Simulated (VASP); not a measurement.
Here is the system:

```
Zn
1.0
    1.30139    -2.25407     0.00000
    1.30139     2.25407     0.00000
    0.00000     0.00000     4.57495
Zn
2
Direct
  0.33333   0.66667   0.25000
  0.66667   0.33333   0.75000
```

Method: vdW-DF-cx, VASP's PBE PAW potentials (set 64) (plane waves; VASP). Settings: 520 eV cut-off, 16×16×8 Γ-centred mesh, first-order Methfessel-Paxton smearing of 0.10 eV, potentials Zn.

The ions and cell shape at fixed volume are relaxed. Which structure does the run end with?

```
Zn
1.0
    1.28763    -2.23024     0.00000
    1.28763     2.23024     0.00000
    0.00000     0.00000     4.67321
Zn
2
Direct
  0.33333   0.66667   0.25000
  0.66667   0.33333   0.75000
```
Space group P6_3/mmc (194), at a tolerance of 0.03 Å.

How much energy does the relaxation gain?

The energy (σ→0) changes by -3.1 meV/atom, in 6 ionic steps.

The compound is Zn in the hcp structure. This cell is one point of a volume scan, at 0.94 of the reference volume. Symmetry was kept, so distortions that lower it aren't found.
